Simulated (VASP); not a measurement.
Consider the following.

```yaml
crystal:
  lattice:
    - [0.00000, 5.77919, 5.77919]
    - [5.77919, 0.00000, 5.77919]
    - [5.77919, 5.77919, 0.00000]
  atoms:
    - { symbol: Cs, position: [0.75000, 0.75000, 0.75000] }
    - { symbol: Cs, position: [0.25000, 0.25000, 0.25000] }
    - { symbol: Ag, position: [0.50000, 0.50000, 0.50000] }
    - { symbol: Bi, position: [0.00000, 0.00000, 0.00000] }
    - { symbol: Br, position: [0.74919, 0.25081, 0.25081] }
    - { symbol: Br, position: [0.25081, 0.74919, 0.74919] }
    - { symbol: Br, position: [0.25081, 0.74919, 0.25081] }
    - { symbol: Br, position: [0.74919, 0.25081, 0.74919] }
    - { symbol: Br, position: [0.25081, 0.25081, 0.74919] }
    - { symbol: Br, position: [0.74919, 0.74919, 0.25081] }
```

All values below come from HSE06 screened hybrid, VASP's PBE PAW potentials (set 64) (plane waves; VASP). Settings: 300 eV cut-off, 2×2×2 Γ-centred mesh, Fermi-Dirac smearing of 0.050 eV, potentials Cs_sv Ag Bi_d Br.

At this cut-off the stress carries a Pulay error, which pulls relaxed volumes low.

Which forces act on the atoms, in eV/Å?

```csv
atom,Fx,Fy,Fz
Cs1,0.000,0.000,0.000
Cs2,0.000,0.000,0.000
Ag3,0.000,0.000,0.000
Bi4,0.000,0.000,0.000
Br5,-0.253,0.000,0.000
Br6,0.253,0.000,0.000
Br7,0.000,-0.253,0.000
Br8,0.000,0.253,0.000
Br9,0.000,0.000,-0.253
Br10,0.000,0.000,0.253
```

Give the stress tensor in GPa (positive for a compressed cell).

```
-0.89   0.00   0.00
 0.00  -0.89   0.00
 0.00   0.00  -0.89
```
The pressure is its mean diagonal, -0.89 GPa.

The structure comes from a computed database's Cs2AgBiBr6 entry; how it stands against other phases isn't given here. The cell was not relaxed at this level. The k-mesh is coarse (spacing up to 0.47 per Å, 2π included), so the numbers may not be converged in it.
